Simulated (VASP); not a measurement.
Input:

```
GaSb
1.0
    0.00000     3.05756     3.05756
    3.05756     0.00000     3.05756
    3.05756     3.05756     0.00000
Ga Sb
1 1
Direct
  0.00000   0.00000   0.00000
  0.25000   0.25000   0.25000
```

Level of theory: PBE GGA with D4 dispersion, VASP's PBE PAW potentials (set 64) (plane waves; VASP). Numerical set-up: 520 eV cut-off, 12×12×12 Γ-centred mesh, tetrahedra with Blöchl corrections, potentials Ga_d Sb.

Unless said otherwise, spin-orbit coupling is left out, though it shifts the bands of the heavy elements here.

Tabulate the total density of states (states/eV per cell) against energy (eV; zero at the valence-band maximum or, without a gap, the Fermi level).

| E (eV) | DOS (states/eV) |
|---|---|
| -9.98 | 1.01 |
| -9.86 | 1.33 |
| -9.62 | 1.32 |
| -9.50 | 1.30 |
| -9.26 | 1.30 |
| -9.14 | 1.43 |
| -8.90 | 0.00 |
| -8.78 | 0.00 |
| -8.66 | 0.00 |
| -8.42 | 0.00 |
| -8.30 | 0.00 |
| -8.06 | 0.00 |
| -7.94 | 0.00 |
| -7.82 | 0.00 |
| -7.58 | 0.00 |
| -7.46 | 0.00 |
| -7.22 | 0.00 |
| -7.10 | 0.00 |
| -6.86 | 0.00 |
| -6.74 | 0.40 |
| -6.62 | 1.19 |
| -6.38 | 1.63 |
| -6.26 | 2.02 |
| -6.02 | 0.94 |
| -5.90 | 0.80 |
| -5.78 | 0.69 |
| -5.54 | 0.52 |
| -5.42 | 0.48 |
| -5.18 | 0.40 |
| -5.06 | 0.36 |
| -4.82 | 0.29 |
| -4.70 | 0.28 |
| -4.58 | 0.26 |
| -4.34 | 0.22 |
| -4.22 | 0.20 |
| -3.98 | 0.17 |
| -3.86 | 0.16 |
| -3.74 | 0.16 |
| -3.50 | 1.50 |
| -3.38 | 1.51 |
| -3.14 | 1.22 |
| -3.02 | 1.18 |
| -2.78 | 1.38 |
| -2.66 | 1.55 |
| -2.54 | 1.82 |
| -2.30 | 1.71 |
| -2.18 | 1.67 |
| -1.94 | 1.57 |
| -1.82 | 1.56 |
| -1.70 | 1.51 |
| -1.46 | 1.44 |
| -1.34 | 1.40 |
| -1.10 | 1.00 |
| -0.98 | 0.79 |
| -0.74 | 0.52 |
| -0.62 | 0.43 |
| -0.50 | 0.34 |
| -0.26 | 0.17 |
| -0.14 | 0.10 |
| 0.10 | 0.00 |
| 0.22 | 0.00 |
| 0.34 | 0.00 |
| 0.58 | 0.04 |
| 0.70 | 0.08 |
| 0.94 | 0.27 |
| 1.06 | 0.49 |
| 1.30 | 0.93 |
| 1.42 | 1.17 |
| 1.54 | 1.48 |
| 1.78 | 2.27 |
| 1.90 | 2.11 |
| 2.14 | 1.20 |
| 2.26 | 0.95 |
| 2.38 | 0.80 |
| 2.62 | 0.89 |
| 2.74 | 1.17 |
| 2.98 | 1.06 |
| 3.10 | 1.01 |
| 3.34 | 1.04 |
| 3.46 | 1.51 |
Within 2 eV below the valence-band maximum the largest weight inside VASP's projection spheres is Sb p, then Ga p.

The compound is GaSb in the zinc blende structure. It was relaxed first.
